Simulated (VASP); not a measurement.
Input of a VASP 6.6.1 run:

The input POSCAR:

```
ZnSe                                    
1.0
    0.0000000000      2.8701324923      2.8701324923
    2.8701324923     -0.0000000000      2.8701324923
    2.8701324923      2.8701324923      0.0000000000
  Zn              Se            
     1     1
Direct
     0.0000000000000000    0.0000000000000000    0.0000000000000000
     0.2500000000000000    0.2500000000000000    0.2500000000000000
```

File INCAR.step1:

```
SYSTEM = ZnSe
PREC = Accurate
ENCUT = 520
EDIFF = 1E-8
ISMEAR = 0
SIGMA = 0.02
LREAL = .False.
LASPH = .True.
NELM = 60
ALGO = Normal
ISIF = 2
LWAVE = .False.
LCHARG = .False.
KPAR = 4
GGA = PE
LEPSILON = .True.
```

Contents of KPOINTS.step1:

```
Automatic mesh
0
G
  10 10 10
  0 0 0
```

INCAR.step2

```
SYSTEM = ZnSe
PREC = Accurate
ENCUT = 520
EDIFF = 1E-5
ISMEAR = 0
SIGMA = 0.02
LREAL = .False.
LASPH = .True.
NELM = 60
ALGO = Normal
ISIF = 2
LWAVE = .True.
LCHARG = .False.
KPAR = 4
GGA = PE
```

The input KPOINTS.step2:

```
regular mesh
0
Gamma
  6 6 6
  0 0 0
```

The input INCAR.step3:

```
SYSTEM = ZnSe
PREC = Accurate
ENCUT = 520
EDIFF = 1E-7
ISMEAR = 0
SIGMA = 0.02
LREAL = .False.
LASPH = .True.
NELM = 60
ALGO = Normal
ISIF = 2
LWAVE = .False.
LCHARG = .False.
GGA = PE
LHFCALC = .True.
AEXX = 0.1309
PRECFOCK = Fast
HFRCUT = -1
KPAR = 4
ISTART = 1
```

The input KPOINTS.step3:

```
regular mesh
0
Gamma
  6 6 6
  0 0 0
```

The input KPOINTS_OPT:

```
path GXWKGLUWLK,UX
12
line-mode
reciprocal
 0.0000000000  0.0000000000  0.0000000000  G
 0.5000000000  0.0000000000  0.5000000000  X

 0.5000000000  0.0000000000  0.5000000000  X
 0.5000000000  0.2500000000  0.7500000000  W

 0.5000000000  0.2500000000  0.7500000000  W
 0.3750000000  0.3750000000  0.7500000000  K

 0.3750000000  0.3750000000  0.7500000000  K
 0.0000000000  0.0000000000  0.0000000000  G

 0.0000000000  0.0000000000  0.0000000000  G
 0.5000000000  0.5000000000  0.5000000000  L

 0.5000000000  0.5000000000  0.5000000000  L
 0.6250000000  0.2500000000  0.6250000000  U

 0.6250000000  0.2500000000  0.6250000000  U
 0.5000000000  0.2500000000  0.7500000000  W

 0.5000000000  0.2500000000  0.7500000000  W
 0.5000000000  0.5000000000  0.5000000000  L

 0.5000000000  0.5000000000  0.5000000000  L
 0.3750000000  0.3750000000  0.7500000000  K

 0.6250000000  0.2500000000  0.6250000000  U
 0.5000000000  0.0000000000  0.5000000000  X
```

Potentials or basis: VASP PAW PBE potentials, release 64 (Zn, Se).

Launch:

```sh
$ cat potpaw_PBE.64/Zn/POTCAR potpaw_PBE.64/Se/POTCAR > POTCAR
$ cp INCAR.step1 INCAR
$ cp KPOINTS.step1 KPOINTS
$ mpirun -np 4 vasp_std > vasp.out
$ cp INCAR.step2 INCAR
$ cp KPOINTS.step2 KPOINTS
$ mpirun -np 4 vasp_std > vasp.out
$ cp INCAR.step3 INCAR
$ cp KPOINTS.step3 KPOINTS
$ mpirun -np 4 vasp_std > vasp.out
```

Task: Predict the pressure.

Result: -0.8 GPa.

Task: Predict the band gap along the path.

Result: 2.02 eV, direct.

Task: Estimate the band gap on the k mesh.

Result: 2.02 eV, direct.

Levels at the corners of the path, in eV from the valence-band top:
```csv
point,band 6,band 7,band 8,band 9,band 10,band 11,band 12,band 13
Γ,-7.00,0.00,0.00,0.00,2.02,6.76,6.76,6.76
X,-6.81,-4.83,-2.14,-2.14,3.86,4.35,11.56,12.17
X,-6.81,-4.83,-2.14,-2.14,3.86,4.35,11.57,12.17
W,-6.71,-4.67,-2.76,-2.58,6.33,6.43,7.89,8.62
W,-6.71,-4.67,-2.76,-2.58,6.33,6.43,7.89,8.62
K,-6.74,-4.72,-3.05,-1.75,4.47,6.47,9.92,10.24
K,-6.74,-4.72,-3.05,-1.75,4.47,6.47,9.92,10.22
Γ,-7.00,0.00,0.00,0.00,2.02,6.76,6.76,6.76
Γ,-7.00,0.00,0.00,0.00,2.02,6.76,6.76,6.76
L,-6.84,-5.20,-0.85,-0.85,3.38,7.33,7.33,9.44
L,-6.84,-5.20,-0.85,-0.85,3.38,7.33,7.33,9.44
U,-6.74,-4.72,-3.05,-1.75,4.47,6.47,9.92,10.22
U,-6.74,-4.72,-3.05,-1.75,4.47,6.47,9.92,10.22
W,-6.71,-4.67,-2.76,-2.58,6.33,6.43,7.89,8.62
W,-6.71,-4.67,-2.76,-2.58,6.33,6.43,7.89,8.62
L,-6.84,-5.20,-0.85,-0.85,3.38,7.33,7.33,9.44
L,-6.84,-5.20,-0.85,-0.85,3.38,7.33,7.33,9.44
K,-6.74,-4.72,-3.05,-1.75,4.47,6.47,9.92,10.22
U,-6.74,-4.72,-3.05,-1.75,4.47,6.47,9.92,10.22
X,-6.81,-4.83,-2.14,-2.14,3.86,4.35,11.56,12.17
```

Caveat: the PAW data sets were made with another functional, which shifts forces and pressure a little.

**Experimental background.**

“Alloy Disordering Effects on the Thermal Conductivity and Energy Gap Temperature Dependence of Cd1−xZnxSe Ternary Crystals Grown by the Bridgman Method”, 2023, pmc:10253836 reports, for a bulk crystal of ZnSe at 300 K: band gap 2.695 ± 0.003 eV (an exciton energy, a little under the gap).

Against the measured gap of ZnSe, 2.695 eV (an exciton energy, a little under the gap; 300 K; “Alloy Disordering Effects on the Thermal Conductivity and Energy Gap Temperature Dependence of Cd1−xZnxSe Ternary Crystals Grown by the Bridgman Method”, 2023, pmc:10253836), the calculated 2.02 eV is off by -0.68 eV. Spin-orbit coupling on Se is left out. The value is that of PBE-EpsX, without temperature or zero-point motion.
